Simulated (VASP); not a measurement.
VASP input:

**INCAR**
```
SYSTEM = PtTe2
PREC = Accurate
ENCUT = 520
EDIFF = 1E-6
NELM = 100
ALGO = Normal
LREAL = .FALSE.
LASPH = .TRUE.
ISMEAR = 1
SIGMA = 0.1
GGA = BO
PARAM1 = 0.1833333333
PARAM2 = 0.22
LUSE_VDW = .TRUE.
AGGAC = 0.0
LMAXMIX = 6
LWAVE = .FALSE.
LCHARG = .FALSE.
IBRION = 2
ISIF = 3
NSW = 60
EDIFFG = -0.02
```

### POSCAR
```
PtTe2
1
    2.0183315407    -3.4958523960     0.0000000000
    2.0183315407     3.4958523960    -0.0000000000
   -0.0000000000     0.0000000000     5.1716246989
Te Pt
2 1
Direct
  0.3333330000   0.6666670000   0.2614619918
  0.6666670000   0.3333330000   0.7385380082
  1.0000000000   0.0000000000   0.0000000000
```

**KPOINTS**
```
Automatic mesh
0
Gamma
8 8 6
0 0 0
```

POTCAR, in this order: Te Pt (PBE.64 set). Program: vasp_std.

Problem. Translate this optB88-vdW calculation to Quantum ESPRESSO's pw.x.

Solution. One equivalent input (not run):
```
&CONTROL
  calculation = 'vc-relax'
  pseudo_dir = './pseudo'
  outdir = './out'
  tprnfor = .true.
  tstress = .true.
  nstep = 60
  forc_conv_thr = 0.00078
/
&SYSTEM
  ibrav = 0
  nat = 3
  ntyp = 2
  ecutwfc = 84
  occupations = 'smearing'
  smearing = 'methfessel-paxton'
  degauss = 0.00735
  input_dft = 'vdw-df-obk8'
/
&ELECTRONS
  conv_thr = 7.3e-08
  electron_maxstep = 100
/
&IONS
/
&CELL
/
ATOMIC_SPECIES
  Te 127.600 Te.upf
  Pt 195.084 Pt.upf
CELL_PARAMETERS angstrom
     2.0183315   -3.4958524    0.0000000
     2.0183315    3.4958524   -0.0000000
    -0.0000000    0.0000000    5.1716247
ATOMIC_POSITIONS crystal
  Te   0.3333330  0.6666670  0.2614620
  Te   0.6666670  0.3333330  0.7385380
  Pt   1.0000000  0.0000000  0.0000000
K_POINTS automatic
  8 8 6 0 0 0
```
The two are equivalent in intent, not identical: the potentials are each code's own (VASP's PAW set, PseudoDojo norm-conserving files in pw.x), so ENCUT and ecutwfc are chosen apart and not converted; conv_thr bounds pw.x's estimated SCF error, while EDIFF bounds the energy change between steps; forc_conv_thr acts on force components and is met together with etot_conv_thr.

The compound is PtTe2 in the 1T layered structure. This run relaxes it. Symmetry was kept, so distortions that lower it aren't found. The start is the result of an earlier pass.
